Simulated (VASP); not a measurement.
# ZnO: transverse stress against strain

ZnO (wurtzite, P6_3mc, 11.857 Å³/atom and stress up to 0.19 GPa in the relaxed cell, c along z) under a strain ε along c (axis z), the other axes held. PBEsol in VASP (plane waves, PAW), 600 eV, 12×12×6 Γ-centred mesh, Gaussian smearing 0.05 eV; ions are relaxed, or left where forces stay under 0.02 eV/Å, within the symmetry of each cell. Stress is positive for a compressed cell.

Here s stands for strain and y for stress xx.

```csv
strain (%),stress xx (GPa)
-3.00,?
-1.50,1.54
-1.00,0.96
-0.50,0.37
0.00,-0.19
0.50,-0.71
1.00,-1.24
1.50,-1.73
```

**Question.** Fit y against s with a straight line, and predict the withheld value at s = -3.00.

**Answer.** Means: s 0, y -0.143. About the means, the sum of products is -7.6450 and the sum of squares of s is 7.0000; the slope is their ratio. Least squares gives y = -0.143 - 1.0921·s. Residuals (row less fit): 0.045, 0.011, -0.033, -0.047, -0.021, -0.005, 0.051; standard error 0.041 (degrees of freedom: 5). The slope gives the elastic constant C13 = 109 ± 2 GPa (± standard error of the fit, which holds the terms cut off). At the withheld row, y = -0.143 - 1.0921 × (-3.0) = 3.133 GPa. The calculation gives 3.48 GPa, 0.347 GPa above the prediction (6.7 % of the range of y in the table). The row lies outside the fitted rows, so this is an extrapolation. From the scatter of the fitted rows alone, a prediction at this place has a standard error of 0.064 GPa, so the miss is 5.4 times that.

A polynomial of degree 2 through the 12 other runs of the series gives 3.46 there, so most of the miss is curvature that the fit leaves out. Rows are the converged runs of the series near zero and its far end; series whose fitted rows scatter by over a few per cent of the range, as at a crossing or softening among them, aren't shown in this form, nor equations of state whose B0' disagrees with the runs' pressures. Most that stay on the fit to the last digits aren't either.
